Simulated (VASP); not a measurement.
Input:

```xyz
6
Lattice="4.1986 0.0000 0.0000 0.0000 4.1986 0.0000 0.0000 0.0000 2.6844" Properties=species:S:1:pos:R:3 pbc="T T T"
Si     0.0000     0.0000     0.0000
Si     2.0993     2.0993     1.3422
O      1.2846     1.2846     0.0000
O      3.3838     0.8147     1.3422
O      0.8147     3.3838     1.3422
O      2.9140     2.9140     0.0000
```

Computed with PBE GGA, VASP's PBE PAW potentials (set 64) (plane waves; VASP). Run with 620 eV cut-off, 5×5×8 Γ-centred mesh, Gaussian smearing of 0.050 eV, potentials Si O.

Problem. What does the run give for the energy per atom (σ→0), pressure, band gap (on the k-mesh) with the smallest direct gap where there is one?

Solution. 
- band gap (on the k-mesh): 5.31 eV
- smallest direct gap (on the k-mesh): 5.31 eV
- energy per atom (σ→0): -7.720 eV/atom
- pressure: 5.03 GPa

The absolute energy has meaning only against runs of the same code, potentials and settings.

The compound is SiO2 in the rutile structure, stishovite, a high-pressure form. It was relaxed first under an external pressure of 5 GPa.
